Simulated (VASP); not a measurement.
Computed with PBEsol GGA, VASP's PBE PAW potentials (set 64) (plane waves; VASP).

VASP input:

File KPOINTS:
```
Automatic mesh
0
Gamma
12 12 4
0 0 0
```

POSCAR:
```
Au2Cu2
1
   -0.0000000000     1.9743139710     1.9743139710
    1.9743139710    -0.0000000000     1.9743139710
    7.5860868466     7.5860868466     0.3111690374
Cu Au
2 2
Direct
  0.9775312685   0.9775312685   0.0168515486
  0.0224687315   0.0224687315   0.2331484514
  0.0261707186   0.0261707186   0.4803719610
  0.9738292814   0.9738292814   0.7696280390
```

### INCAR
```
SYSTEM = Au2Cu2
PREC = Accurate
ENCUT = 400
EDIFF = 1E-6
NELM = 100
ALGO = Normal
LREAL = .FALSE.
LASPH = .TRUE.
ISMEAR = 1
SIGMA = 0.1
GGA = PS
LMAXMIX = 6
LWAVE = .FALSE.
LCHARG = .FALSE.
IBRION = 2
ISIF = 3
NSW = 60
EDIFFG = -0.02
```

POTCAR, in this order: Cu Au (PBE.64 set). Program: vasp_std.

The resulting files:

### OSZICAR
```
       N       E                     dE             d eps       ncg     rms          rms(c)
DAV:   1     0.343342026058E+03    0.34334E+03   -0.17864E+04  6772   0.203E+03
DAV:   2     0.134362212409E+02   -0.32991E+03   -0.31608E+03  6934   0.404E+02
DAV:   3    -0.180916923543E+02   -0.31528E+02   -0.30057E+02  8402   0.149E+02
DAV:   4    -0.189349143373E+02   -0.84322E+00   -0.83890E+00  9018   0.248E+01
DAV:   5    -0.189458979063E+02   -0.10984E-01   -0.10978E-01  9174   0.253E+00    0.182E+01
DAV:   6    -0.171911328159E+02    0.17548E+01   -0.23709E+01  8164   0.108E+02    0.927E+00
DAV:   7    -0.165695767818E+02    0.62156E+00   -0.91165E+00  8418   0.119E+02    0.957E+00
DAV:   8    -0.163276563788E+02    0.24192E+00   -0.14375E+00 10472   0.230E+01    0.434E+00
DAV:   9    -0.163062695548E+02    0.21387E-01   -0.10111E-01 10354   0.619E+00    0.259E-01
DAV:  10    -0.163063436169E+02   -0.74062E-04   -0.28626E-03  7582   0.436E-01    0.601E-02
DAV:  11    -0.163063501391E+02   -0.65222E-05   -0.15677E-04  9588   0.102E-01    0.291E-02
DAV:  12    -0.163063454245E+02    0.47146E-05   -0.18540E-05  9834   0.546E-02    0.754E-03
DAV:  13    -0.163063456017E+02   -0.17719E-06   -0.49542E-07  3850   0.696E-03
   1 F= -.16306346E+02 E0= -.16306210E+02  d E =-.163063E+02
       N       E                     dE             d eps       ncg     rms          rms(c)
DAV:   1    -0.163365180685E+02   -0.30173E-01   -0.91551E-01  7344   0.866E+00    0.109E+00
DAV:   2    -0.163160796359E+02    0.20438E-01   -0.85387E-02  8444   0.477E+00    0.481E-01
DAV:   3    -0.163129532511E+02    0.31264E-02   -0.30482E-02  9328   0.479E+00    0.491E-01
DAV:   4    -0.163104765089E+02    0.24767E-02   -0.87345E-03  9558   0.276E+00    0.202E-01
DAV:   5    -0.163097940373E+02    0.68247E-03   -0.17408E-03 10150   0.579E-01    0.350E-02
DAV:   6    -0.163097957117E+02   -0.16744E-05   -0.14274E-04 10256   0.229E-01    0.276E-02
DAV:   7    -0.163097940834E+02    0.16283E-05   -0.17031E-05 10032   0.979E-02    0.341E-03
DAV:   8    -0.163097941713E+02   -0.87829E-07   -0.86611E-07  3850   0.155E-02
   2 F= -.16309794E+02 E0= -.16309544E+02  d E =-.344857E-02
       N       E                     dE             d eps       ncg     rms          rms(c)
DAV:   1    -0.163395152814E+02   -0.29721E-01   -0.99371E-01  7360   0.898E+00    0.114E+00
DAV:   2    -0.163172615447E+02    0.22254E-01   -0.92074E-02  8446   0.486E+00    0.499E-01
DAV:   3    -0.163138671601E+02    0.33944E-02   -0.30981E-02  9236   0.473E+00    0.501E-01
DAV:   4    -0.163113375268E+02    0.25296E-02   -0.91907E-03  9514   0.280E+00    0.209E-01
DAV:   5    -0.163105989560E+02    0.73857E-03   -0.18193E-03 10100   0.570E-01    0.364E-02
DAV:   6    -0.163106009005E+02   -0.19445E-05   -0.15716E-04 10292   0.240E-01    0.290E-02
DAV:   7    -0.163105989242E+02    0.19764E-05   -0.21585E-05 10116   0.111E-01    0.376E-03
DAV:   8    -0.163105989958E+02   -0.71673E-07   -0.10420E-06  3966   0.192E-02
   3 F= -.16310599E+02 E0= -.16310353E+02  d E =-.425339E-02
       N       E                     dE             d eps       ncg     rms          rms(c)
DAV:   1    -0.163377791641E+02   -0.27180E-01   -0.68560E-01  9290   0.106E+01    0.119E+00
DAV:   2    -0.163258670799E+02    0.11912E-01   -0.21628E-01  8732   0.117E+01    0.771E-01
DAV:   3    -0.163144378132E+02    0.11429E-01   -0.89177E-02  8978   0.917E+00    0.421E-01
DAV:   4    -0.163126931601E+02    0.17447E-02   -0.59401E-03 10372   0.113E+00    0.244E-01
DAV:   5    -0.163121787748E+02    0.51439E-03   -0.13887E-03 10568   0.855E-01    0.553E-02
DAV:   6    -0.163121696259E+02    0.91489E-05   -0.11470E-04 10208   0.174E-01    0.221E-02
DAV:   7    -0.163121690860E+02    0.53991E-06   -0.12724E-05  8530   0.927E-02    0.450E-03
DAV:   8    -0.163121688179E+02    0.26811E-06   -0.89075E-07  3626   0.195E-02
   4 F= -.16312169E+02 E0= -.16312077E+02  d E =-.156982E-02
       N       E                     dE             d eps       ncg     rms          rms(c)
DAV:   1    -0.163131516223E+02   -0.98254E-03   -0.25108E-02  9228   0.203E+00    0.227E-01
DAV:   2    -0.163126968367E+02    0.45479E-03   -0.76551E-03  8666   0.224E+00    0.145E-01
DAV:   3    -0.163123044695E+02    0.39237E-03   -0.32502E-03  9050   0.167E+00    0.830E-02
DAV:   4    -0.163122352228E+02    0.69247E-04   -0.20341E-04 10412   0.234E-01    0.474E-02
DAV:   5    -0.163122159887E+02    0.19234E-04   -0.56572E-05 10574   0.173E-01    0.969E-03
DAV:   6    -0.163122158808E+02    0.10783E-06   -0.39826E-06  5604   0.357E-02
   5 F= -.16312216E+02 E0= -.16312163E+02  d E =-.161688E-02
       N       E                     dE             d eps       ncg     rms          rms(c)
DAV:   1    -0.163124088032E+02   -0.19281E-03   -0.54536E-03  9100   0.934E-01    0.105E-01
DAV:   2    -0.163123089658E+02    0.99837E-04   -0.16412E-03  8662   0.104E+00    0.669E-02
DAV:   3    -0.163122253980E+02    0.83568E-04   -0.69940E-04  9044   0.772E-01    0.388E-02
DAV:   4    -0.163122106031E+02    0.14795E-04   -0.43717E-05 10400   0.111E-01    0.222E-02
DAV:   5    -0.163122065504E+02    0.40527E-05   -0.11669E-05  8792   0.814E-02    0.437E-03
DAV:   6    -0.163122066462E+02   -0.95831E-07   -0.18367E-06  4146   0.184E-02
   6 F= -.16312207E+02 E0= -.16312173E+02  d E =-.160765E-02
       N       E                     dE             d eps       ncg     rms          rms(c)
DAV:   1    -0.163122669076E+02   -0.60357E-04   -0.14020E-03  9178   0.485E-01    0.534E-02
DAV:   2    -0.163122403970E+02    0.26511E-04   -0.42325E-04  8636   0.528E-01    0.340E-02
DAV:   3    -0.163122196281E+02    0.20769E-04   -0.18037E-04  9058   0.389E-01    0.197E-02
DAV:   4    -0.163122152538E+02    0.43743E-05   -0.10800E-05  9746   0.574E-02    0.112E-02
DAV:   5    -0.163122138247E+02    0.14290E-05   -0.28074E-06  4124   0.405E-02    0.240E-03
DAV:   6    -0.163122138420E+02   -0.17299E-07   -0.12130E-06  3602   0.112E-02
   7 F= -.16312214E+02 E0= -.16312171E+02  d E =-.161485E-02
       N       E                     dE             d eps       ncg     rms          rms(c)
DAV:   1    -0.163125251139E+02   -0.31129E-03   -0.25318E-02  8518   0.116E+00    0.102E-01
DAV:   2    -0.163124046895E+02    0.12042E-03   -0.13579E-03  9092   0.598E-01    0.422E-02
DAV:   3    -0.163123798925E+02    0.24797E-04   -0.41035E-04  9154   0.562E-01    0.435E-02
DAV:   4    -0.163123608669E+02    0.19026E-04   -0.66888E-05  9970   0.224E-01    0.187E-02
DAV:   5    -0.163123563055E+02    0.45614E-05   -0.15422E-05 10346   0.685E-02    0.284E-03
DAV:   6    -0.163123562345E+02    0.70995E-07   -0.10015E-06  3716   0.226E-02
   8 F= -.16312356E+02 E0= -.16312299E+02  d E =-.142392E-03
       N       E                     dE             d eps       ncg     rms          rms(c)
DAV:   1    -0.163139768829E+02   -0.16206E-02   -0.22667E-01  8322   0.343E+00    0.306E-01
DAV:   2    -0.163129116106E+02    0.10653E-02   -0.12444E-02  9260   0.178E+00    0.126E-01
DAV:   3    -0.163126924916E+02    0.21912E-03   -0.36142E-03  9136   0.168E+00    0.131E-01
DAV:   4    -0.163125185072E+02    0.17398E-03   -0.60324E-04 10030   0.671E-01    0.563E-02
DAV:   5    -0.163124735214E+02    0.44986E-04   -0.13618E-04 10404   0.201E-01    0.865E-03
DAV:   6    -0.163124733856E+02    0.13580E-06   -0.12921E-05 10142   0.633E-02    0.693E-03
DAV:   7    -0.163124733576E+02    0.28029E-07   -0.76003E-07  3612   0.234E-02
   9 F= -.16312473E+02 E0= -.16312377E+02  d E =-.259516E-03
```

OUTCAR:
```
------------------------ aborting loop because EDIFF is reached ----------------------------------------
  FORCE on cell =-STRESS in cart. coord.  units (eV):
  Direction    XX          YY          ZZ          XY          YZ          ZX
  --------------------------------------------------------------------------------------
  Total        0.0678800      0.0678800      0.0678800      0.0161269     -0.0161269     -0.0161269
  in kB        1.8763109      1.8763109      1.8763109      0.4457724     -0.4457724     -0.4457724
  external PRESSURE =       1.8763109 kB  Pullay stress =       0.0000000 kB
  volume of cell :       57.96
      direct lattice vectors                 reciprocal lattice vectors
     0.000000000  1.958853164  1.958853164    -0.258433941  0.252068846  0.258433941
     1.958853164  0.000000000  1.958853164     0.252068846 -0.258433941  0.258433941
     7.647069292  7.647069292  0.188343364     0.066199759  0.066199759 -0.066199759
 POSITION                                       TOTAL-FORCE (eV/Angst)
 -----------------------------------------------------------------------------------
      2.04476      2.04476      3.83180        -0.002846     -0.002846      0.002846
      1.82586      1.82586      0.13299         0.002846      0.002846     -0.002846
      3.72365      3.72365      0.19406        -0.005542     -0.005542      0.005542
      7.79404      7.79404      3.95908         0.005542      0.005542     -0.005542
 -----------------------------------------------------------------------------------
    total drift:                               -0.000000     -0.000000     -0.000000
  FREE ENERGIE OF THE ION-ELECTRON SYSTEM (eV)
  ---------------------------------------------------
  free  energy   TOTEN  =       -16.3124733576 eV

  energy  without entropy=      -16.3121856600  energy(sigma->0) =      -16.31237746

 reached required accuracy - stopping structural energy minimisation
```
(Selected blocks of OUTCAR.)

### CONTCAR
```
Au2Cu2
   1.00000000000000
     0.0000000000000000    1.9588531641021312    1.9588531641021312
     1.9588531641021312    0.0000000000000000    1.9588531641021312
     7.6470692919495633    7.6470692919495633    0.1883433644589617
  Cu              Au
     2     2
Direct
     0.9772520024845832    0.9772520024845832    0.0170609981115657
     0.0227479975154168    0.0227479975154168    0.2329390018884342
     0.0264499310569270    0.0264499310569270    0.4801625516573074
     0.9735500689430731    0.9735500689430731    0.7698374483426925
```

The structure was generated: Au2Cu2 was put into an ordered model structure (R-3m), which need not be its known phase. This run relaxes it. Symmetry was kept, so distortions that lower it aren't found. The start is the result of an earlier pass.
